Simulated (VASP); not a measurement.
Computed with PBE GGA, VASP's PBE PAW potentials (set 64) (plane waves; VASP 6.6.1).

VASP input:

### KPOINTS
```
Automatic mesh
0
Gamma
1 1 1
```

INCAR:
```
ALGO=Fast
EDIFF=1E-5
EDIFFG=-0.03
ENCUT=400
GGA=PE
IBRION=2
ISIF=2
ISMEAR=0
ISYM=0
LASPH=.TRUE.
LCHARG=.FALSE.
LMAXMIX=4
LREAL=Auto
LWAVE=.FALSE.
NELECT=646.0
NELM=100
NELMIN=4
NSW=60
PREC=Normal
SIGMA=0.05
SYSTEM=Zn36O35S
```

File POSCAR:
```
Zn36O35S
1
    4.9323206922    -8.5430313976     0.0000000000
    4.9323206922     8.5430313976     0.0000000000
    0.0000000000     0.0000000000    10.5847753715
Zn O S
36 35 1
Direct
  0.2222220000   0.1111110000   0.2500000000
  0.1111110000   0.2222220000   0.0000000000
  0.2222220000   0.1111110000   0.7500000000
  0.1111110000   0.2222220000   0.5000000000
  0.2222220000   0.4444440000   0.2500000000
  0.1111110000   0.5555560000   0.0000000000
  0.2222220000   0.4444440000   0.7500000000
  0.1111110000   0.5555560000   0.5000000000
  0.2222220000   0.7777780000   0.2500000000
  0.1111110000   0.8888890000   0.0000000000
  0.2222220000   0.7777780000   0.7500000000
  0.1111110000   0.8888890000   0.5000000000
  0.5555560000   0.1111110000   0.2500000000
  0.4444440000   0.2222220000   0.0000000000
  0.5555560000   0.1111110000   0.7500000000
  0.4399390000   0.2204020000   0.5044640000
  0.5571130000   0.4459570000   0.2461390000
  0.4444440000   0.5555560000   0.0000000000
  0.5555560000   0.4444440000   0.7500000000
  0.4409530000   0.5487960000   0.4999970000
  0.5555560000   0.7777780000   0.2500000000
  0.4444440000   0.8888890000   0.0000000000
  0.5555560000   0.7777780000   0.7500000000
  0.4444440000   0.8888890000   0.5000000000
  0.8888890000   0.1111110000   0.2500000000
  0.7777780000   0.2222220000   0.0000000000
  0.8888890000   0.1111110000   0.7500000000
  0.7777780000   0.2222220000   0.5000000000
  0.8888890000   0.4444440000   0.2500000000
  0.7777780000   0.5555560000   0.0000000000
  0.8888890000   0.4444440000   0.7500000000
  0.7833130000   0.5577550000   0.5017250000
  0.8888890000   0.7777780000   0.2500000000
  0.7777780000   0.8888890000   0.0000000000
  0.8888890000   0.7777780000   0.7500000000
  0.7777780000   0.8888890000   0.5000000000
  0.2222220000   0.1111110000   0.4410000000
  0.1111110000   0.2222220000   0.1910000000
  0.2222220000   0.1111110000   0.9410000000
  0.1111110000   0.2222220000   0.6910000000
  0.2222220000   0.4444440000   0.4410000000
  0.1111110000   0.5555560000   0.1910000000
  0.2222220000   0.4444440000   0.9410000000
  0.1111110000   0.5555560000   0.6910000000
  0.2222220000   0.7777780000   0.4410000000
  0.1111110000   0.8888890000   0.1910000000
  0.2222220000   0.7777780000   0.9410000000
  0.1111110000   0.8888890000   0.6910000000
  0.5555560000   0.1111110000   0.4410000000
  0.4444440000   0.2222220000   0.1910000000
  0.5555560000   0.1111110000   0.9410000000
  0.4444440000   0.2222220000   0.6910000000
  0.4444440000   0.5555560000   0.1910000000
  0.5555560000   0.4444440000   0.9410000000
  0.4444440000   0.5555560000   0.6910000000
  0.5555560000   0.7777780000   0.4410000000
  0.4444440000   0.8888890000   0.1910000000
  0.5555560000   0.7777780000   0.9410000000
  0.4444440000   0.8888890000   0.6910000000
  0.8888890000   0.1111110000   0.4410000000
  0.7777780000   0.2222220000   0.1910000000
  0.8888890000   0.1111110000   0.9410000000
  0.7777780000   0.2222220000   0.6910000000
  0.8888890000   0.4444440000   0.4410000000
  0.7777780000   0.5555560000   0.1910000000
  0.8888890000   0.4444440000   0.9410000000
  0.7777780000   0.5555560000   0.6910000000
  0.8888890000   0.7777780000   0.4410000000
  0.7777780000   0.8888890000   0.1910000000
  0.8888890000   0.7777780000   0.9410000000
  0.7777780000   0.8888890000   0.6910000000
  0.5579820000   0.4449110000   0.4448910000
```

POTCAR, in this order: Zn O S (PBE.64 set). Program: vasp_gam.

The cell is charged, with a uniform compensating background. The supercell is sampled at Γ alone, which is coarse: total energies, pressure and levels can be off, energies of defects by several tenths of an eV.

### Question
What does the run give for the energy per atom (σ→0)?

### Answer

```yaml
energy per atom (σ→0): -4.432 eV/atom
```

**OSZICAR**
```
...
       N       E                     dE             d eps       ncg     rms          rms(c)
DAV:   1    -0.319146774101E+03    0.17041E-02   -0.22980E+00   804   0.287E+00    0.227E-01
RMM:   2    -0.319149764968E+03   -0.29909E-02   -0.32294E-02   774   0.383E-01    0.157E-01
RMM:   3    -0.319149981276E+03   -0.21631E-03   -0.41480E-03   774   0.138E-01    0.814E-02
RMM:   4    -0.319149974279E+03    0.69972E-05   -0.48768E-04   778   0.504E-02    0.592E-02
RMM:   5    -0.319149960305E+03    0.13975E-04   -0.12411E-04   741   0.260E-02    0.262E-02
RMM:   6    -0.319149962974E+03   -0.26694E-05   -0.40879E-05   564   0.127E-02
  14 F= -.31914996E+03 E0= -.31912053E+03  d E =-.148767E-02
```

The cell is a supercell with a defect, built from ZnO (wurtzite): S_O, charge +2. The run is not spin-polarised, so no state with unpaired spins was tried.
